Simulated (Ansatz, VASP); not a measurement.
# Na (Na(110)): VASP beside Ansatz

Wanted: the spread between two codes on one cell, functional and k mesh.

Calculated with Ansatz 0.2.0; plane waves, with VASP 6.6.1 beside it; band structure at r2SCAN.

## 1. Set-up

The cell holds 7 atoms: 7 Na. Cell: a = 3.663 Å, b = 3.663 Å, c = 35.946 Å, α = 90.0°, β = 90.0°, γ = 70.5°. Vacuum lies along c.

## 2. Ansatz: band structure, r2SCAN

Ansatz runs on its default PAW (the set named soft_2) files.

With cell and atoms fixed, the geometry can't cause a difference; cores, projectors, grids and the points listed under the comparison can.

File input.yaml:

```yaml
crystal:
  lattice:
    - [2.9910616844, -2.115, 0.0]
    - [2.9910616844, 2.115, 0.0]
    - [0.0, 0.0, 35.9463701065]
  atoms:
    - { symbol: Na, position: [0.0, 0.0, 0.2503729855] }
    - { symbol: Na, position: [0.5, 0.5, 0.3335819903] }
    - { symbol: Na, position: [0.0, 0.0, 0.4167909952] }
    - { symbol: Na, position: [0.5, 0.5, 0.5] }
    - { symbol: Na, position: [0.0, 0.0, 0.5832090048] }
    - { symbol: Na, position: [0.5, 0.5, 0.6664180097] }
    - { symbol: Na, position: [0.0, 0.0, 0.7496270145] }
hamiltonian:
  xc: r2scan
  pseudopotentials: { kind: paw }
kpoints:
  mp_grid: { grid: [12, 12, 1] }
  band_path:
    path:
      - [0.0, 0.0, 0.0]
      - [0.02885, -0.02885, 0.0]
      - [0.08654, -0.08654, 0.0]
      - [0.14423, -0.14423, 0.0]
      - [0.20192, -0.20192, 0.0]
      - [0.25962, -0.25962, 0.0]
      - [0.31731, -0.31731, 0.0]
      - [0.375, -0.375, 0.0]
      - [0.39423, -0.31731, 0.0]
      - [0.43269, -0.20192, 0.0]
      - [0.45192, -0.14423, 0.0]
      - [0.49038, -0.02885, 0.0]
      - [0.52885, 0.08654, 0.0]
      - [0.56731, 0.20192, 0.0]
      - [0.60577, 0.31731, 0.0]
      - [0.625, 0.375, 0.0]
      - [0.60577, 0.39423, 0.0]
      - [0.58654, 0.41346, 0.0]
      - [0.56731, 0.43269, 0.0]
      - [0.54808, 0.45192, 0.0]
      - [0.53846, 0.46154, 0.0]
      - [0.51923, 0.48077, 0.0]
      - [0.5, 0.5, 0.0]
      - [0.46154, 0.46154, 0.0]
      - [0.38462, 0.38462, 0.0]
      - [0.30769, 0.30769, 0.0]
      - [0.23077, 0.23077, 0.0]
      - [0.15385, 0.15385, 0.0]
      - [0.07692, 0.07692, 0.0]
      - [0.0, 0.0, 0.0]
    npoints: 1
scf:
  occupations: { method: fermi_dirac, width: 0.1 }
  n_extra_bands: 9
efield:
  axis: 3
  dipole_correction: true
  ramp_width: 0.04
output:
  forces: true
  eigenvalues: true
```

On the command line:

```sh
ansatz run input.yaml --threads 4 --pin off --max-ram 9216MiB --backend cpu --events-out ev --progress --plain --runs-dir out
```

Numbers of over 12 decimals in the logs are rounded to 6 here.

What it wrote:

```text
scf.n_extra_bands = 9 over 32 filled bands (N_el = 63.0): the run solves 41 bands
Engine: ansatz 0.2.0, aarch64-unknown-linux-gnu
Pseudopotentials: kind: paw
Pseudopotential: Na, paw, valence charge 9, recommended cutoff 500 eV (meta_gga), Na.paw.azcp
Functional definition: r2SCAN
  parameter k0 = 0.174
  parameter k1 = 0.065
  parameter a1 = 4.9479
  exchange = r2scan_x(k0 = k0, k1 = k1, a1 = a1)
  correlation = r2scan_c
Crystal: 7 atoms, lattice volume = 454.800 Å³
Basis set: ecut = 500 eV, 11563 PW (Γ), exchange–correlation on 108×108×1080 points (64 copies of the dense FFT grid, shifted against one another)
Bands: 41, of which v1, the nominal top of the filled ones, is band 32 counted from 1 (31 counted from 0)
Symmetry: 4 space group operations
k-points: 43 of 144
Non-local potential: Na, projectors of the file, l = 0: 3, l = 1: 2, l = 2: 1
PAW form: soft (Blöchl's): semilocal exchange-correlation on the pseudo side does not see the compensation charge
PAW frozen core: Na, regenerated for the run's functional (the file was generated under x = pbe(κ = 0.804, μ = 0.219515), c = pbe(β = 0.066725))
PAW one-centre angular grid: Na, 302 points (default); XC on 339 of its mesh's 2595 points in the sphere
Initial density: superposition of atomic densities (neutral atoms: chi_scale 0, normalization atom), corrected by the library's trained network
Initial wavefunctions: pseudopotential atomic-orbital guess
Functional: x = r2scan, c = r2scan; τ floored in thin density (d = 2e-4 eV/Å³)
SCF iter   1: F=—  HF=-10420.093203 eV  |F-HF|=—  |Δ(HF+E_count)|=         —  Δρ=5.81e-3  dr2=2.07e0  dr2_τ=8.43e-4  ethr=1.77e-3  p=-0.000 e·Å  D=-1.34e-14 V/Å  ΔV_dip=0.00 eV  dr2_dipole=1.49e-10  V_vac-E_F(+/−)=3.09/3.09 eV  ⟨swp⟩=12.2  Hψ=8943  notcnv=0  defer=9
efield: sawtooth ramp at fractional position 0.9800 (placed from the atoms, in the widest stretch of the axis that holds none; the zero of the levels goes with the place), width 0.0400; the density the first Hamiltonian is built on has a dipole p = -0.000 e·Å; the dipole correction subtracts the counter field D = -1.34e-14 V/Å, which shifts the + side's vacuum level by +0.00 eV against the − side's; the planar-averaged density in the ramp window peaks in size at 3.6e-6 e/Å³
preconditioner: auto → LDOS  [metal: Δε(μ)=0.019 eV  Ē_g=3.721 eV  σ=0.100 eV  W_gap=0.05  n_scr=58 (ndim 8)  ℏωp=4.6 eV  f_vac=0.395  D(μ)=3.28/eV (n_scr^D=12)  β→1.0]
SCF iter   2: F=—  HF=-10420.004012 eV  |F-HF|=—  |Δ(HF+E_count)|=   8.92e-2  Δρ=3.58e-3  dr2=2.75e-2  dr2_τ=6.70e-4  ethr=1.77e-3  p=0.000 e·Å  D=1.89e-6 V/Å  ΔV_dip=-0.00 eV  dr2_dipole=9.17e-9  V_vac-E_F(+/−)=2.76/2.76 eV  ⟨swp⟩=3.3  Hψ=3698  notcnv=0  defer=16
SCF iter   3: F=—  HF=-10419.985494 eV  |F-HF|=—  |Δ(HF+E_count)|=   1.85e-2  Δρ=1.24e-3  dr2=3.36e-3  dr2_τ=4.09e-5  ethr=4.36e-5  p=0.000 e·Å  D=5.57e-7 V/Å  ΔV_dip=-0.00 eV  dr2_dipole=7.77e-11  V_vac-E_F(+/−)=2.82/2.82 eV  ⟨swp⟩=2.1  Hψ=3497  notcnv=0  defer=16
SCF iter   4: F=—  HF=-10419.983406 eV  |F-HF|=—  |Δ(HF+E_count)|=   2.09e-3  Δρ=1.33e-4  dr2=1.83e-4  dr2_τ=3.47e-6  ethr=5.33e-6  p=0.000 e·Å  D=4.86e-7 V/Å  ΔV_dip=-0.00 eV  dr2_dipole=6.47e-11  V_vac-E_F(+/−)=2.82/2.82 eV  ⟨swp⟩=2.0  Hψ=3201  notcnv=0  defer=16
SCF iter   5: F=—  HF=-10419.983416 eV  |F-HF|=—  |Δ(HF+E_count)|=   9.72e-6  Δρ=1.95e-5  dr2=3.43e-5  dr2_τ=3.76e-8  ethr=2.90e-7  p=0.000 e·Å  D=1.46e-7 V/Å  ΔV_dip=-0.00 eV  dr2_dipole=3.68e-13  V_vac-E_F(+/−)=2.84/2.84 eV  ⟨swp⟩=2.9  Hψ=3329  notcnv=0  defer=16
SCF iter   6: F=—  HF=-10419.983506 eV  |F-HF|=—  |Δ(HF+E_count)|=   8.98e-5  Δρ=4.85e-6  dr2=3.19e-6  dr2_τ=2.87e-9  ethr=5.45e-8  p=0.000 e·Å  D=4.83e-8 V/Å  ΔV_dip=-0.00 eV  dr2_dipole=7.47e-13  V_vac-E_F(+/−)=2.84/2.84 eV  ⟨swp⟩=1.7  Hψ=1834  notcnv=0  defer=15
SCF iter   7: F=—  HF=-10419.983506 eV  |F-HF|=—  |Δ(HF+E_count)|=   1.01e-7  Δρ=2.20e-6  dr2=3.33e-7  dr2_τ=3.25e-10  ethr=5.06e-9  p=0.000 e·Å  D=8.57e-9 V/Å  ΔV_dip=-0.00 eV  dr2_dipole=9.17e-14  V_vac-E_F(+/−)=2.84/2.84 eV  ⟨swp⟩=1.4  Hψ=1800  notcnv=0  defer=15
SCF iter   8: F=-10419.983506 eV  HF=-10419.983506 eV  |F-HF|=8.92e-9  |Δ(HF+E_count)|=   1.15e-8  Δρ=1.50e-6  dr2=1.26e-8  dr2_τ=5.56e-11  ethr=1.59e-10  p=-0.000 e·Å  D=-3.19e-9 V/Å  ΔV_dip=0.00 eV  dr2_dipole=1.09e-13  V_vac-E_F(+/−)=2.84/2.84 eV  ⟨swp⟩=9.4  Hψ=6526  notcnv=0
SCF 1 converged in 8 iterations: F = -10419.983506 eV  dr2 = 1.26e-8
  greatest PAW one-centre occupation: 1.000 electrons in one spin orbital (limit 2), on the Na atom at site 3 (counted from 0), in its partial waves of l = 0
NSCF: frozen V_eff on 30 k-points
efield: sawtooth ramp at fractional position 0.9800 (kept from the solve that this one continues, or follows in the run), width 0.0400; the density the first Hamiltonian is built on has a dipole p = -0.000 e·Å; the dipole correction subtracts the counter field D = -3.19e-9 V/Å, which shifts the + side's vacuum level by +0.00 eV against the − side's; the planar-averaged density in the ramp window peaks in size at 3.4e-6 e/Å³
SCF converged after 8 iterations
Free energy (F): -10419.983506 eV
Harris-Foulkes:  -10419.983506 eV  (|F-HF|=8.92e-9)
Internal energy: -10419.866862 eV  (E = F + TS)
E sigma→0 (E₀):  -10419.925184 eV
Entropy (-TS):   -0.116644 eV (-16.663 meV/atom)
Fermi energy:    -0.159902 eV
Dipole field:    D = 0.000000 V/Å  (p = 0.000001 e·Å, saw-weighted, corrected)
Work function:   Φ+ = 2.8424 eV   Φ− = 2.8424 eV
Levels:          The Fermi level and band energies are counted from a zero that moves with the ramp; work functions are not
--- Per-component energies (eV) ---
  E_band       = -1889.862807
  E_kinetic    = 840.355554
  E_local      = -40538.550395  (includes V_loc(G=0)·N_el)
  E_nonlocal   = 811.185308
  E_hartree    = 18854.764713
  E_xc         = -249.477697
  E_vxc        = -375.643970  (∫ρ·V_xc dr)
  E_paw        = -1874.299418  (= ΣΔE_a)
  E_vpaw       = -370.726503  (= ΣTr[D̂ρ^β])
  E_aug_tail   = -0.000006  (compensation charges beyond the density's cutoff)
  E_vtau       = 33.993555  (kinetic-family band-sum trace: ∫τ·v_τ [+ j·A + Jᵃ·Aᵃ] dr)
  E_efield     = 0.000000  (sawtooth field / dipole correction)
  E_vefield    = 0.000000  (∫n·V_field dr)
  E_ewald      = 11736.338950
  E_core_change = -0.183871  (= ΣΔE_core)
  E_smearing   = -0.116644  (= −TS)
  E_closure    = -0.000000  (closes the sum)
  Σ components = -10419.983506   (vs F -10419.983506, Δ=0.00e0)
--- Forces (eV/Å), atoms counted from 1 ---
  atom   1  Na     0.00000000     0.00000000     0.02924234
  atom   2  Na     0.00000000     0.00000000    -0.01699668
  atom   3  Na     0.00000000     0.00000000    -0.00634772
  atom   4  Na     0.00000000     0.00000000    -0.00000001
  atom   5  Na     0.00000000     0.00000000     0.00634769
  atom   6  Na     0.00000000     0.00000000     0.01699666
  atom   7  Na     0.00000000     0.00000000    -0.02924226
  max |Σ_I F_I| component: 1.40e-8 eV/Å
--- Band table (eV; the first three rows and the last of 43) ---
  k-point 0: bands = [... 28 lower, -3.5292, -3.3150, -2.9450, -2.4172, -1.7502, -0.9674, -0.1224, 0.5287, ... 5 higher]
  k-point 1: bands = [... 28 lower, -3.4325, -3.2186, -2.8492, -2.3221, -1.6559, -0.8740, -0.0299, 0.6184, ... 5 higher]
  k-point 2: bands = [... 28 lower, -3.1435, -2.9306, -2.5627, -2.0377, -1.3740, -0.5948, 0.2461, 0.8879, ... 5 higher]
  k-point 42: bands = [... 28 lower, 0.6368, 0.8276, 1.1648, 1.3412, 1.5523, 1.6567, 1.9086, 2.2932, ... 5 higher]
```

Elapsed: 55 s, on 4 threads of Arm Neoverse V1, shared host; peak memory 1.8 GiB; 3.6 min of CPU time.

In the SCF lines HF is the Harris–Foulkes energy and dr2 the Hartree energy of the density residual, in eV; the loop may stop once dr2 is under the threshold and the program's other checks hold. Hψ counts applications of the Hamiltonian.

(Continued in part 2 of 2.)

[Lines on the potential files, build, host, timing and source positions are cut from VASP's logs without a mark.]

[Logs are printed without paths, hosts, clocks, repeated set-up lines and the standing remarks that a program may print on its own settings, such as how far it seeks lower states.]

[Hosts, paths, dates, database ids (printed as entryN), source tags and the programs' standing remarks are cut or masked in the printed files.]
